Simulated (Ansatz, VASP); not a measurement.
## Two plane-wave programs on BaAg2As2 (e600)

```
Ba Ag As
1.0
    -2.30125    2.30125    5.43360
     2.30125   -2.30125    5.43360
     2.30125    2.30125   -5.43360
Ba Ag As
1 2 2
Direct
  0.00000 0.00000 0.00000
  0.75000 0.25000 0.50000
  0.25000 0.75000 0.50000
  0.38420 0.38420 0.00000
  0.61580 0.61580 0.00000
```

Alike in both runs: task single point; functional PBE; k mesh 6 × 6 × 6; occupations gaussian, width 0.1 eV; no spin polarisation.

```csv
,VASP,Ansatz
version,VASP 6.6.1,Ansatz 0.2.0
potentials or method,"VASP PAW PBE potentials, release 64 (Ba_sv, Ag, As)","scalar-relativistic, plane waves, PAW"
plane-wave cutoff (eV),520,600
valence electrons in the cell,42,78
```

VASP gave:

| Property | Result |
| --- | --- |
| gap on the k mesh at the Fermi level (eV) | none |
| pressure (GPa) | 2.9 |
| largest component of the traceless stress (GPa) | 1.51 |
| rms of the force components (eV/Å) | 0.096 |

Problem. Estimate Ansatz's values.

Solution. gap on the k mesh at the Fermi level (eV): none; pressure (GPa): 2.5; largest component of the traceless stress (GPa): 1.47; rms of the force components (eV/Å): 0.081.

Atom by atom the forces differ by 0.015 eV/Å (rms over components). A gap of «none» marks a metal or a gap that the smearing closes. The two sets of potentials don't hold the same shells in valence.

Spin-orbit coupling is left out, which matters for the levels of Ba.
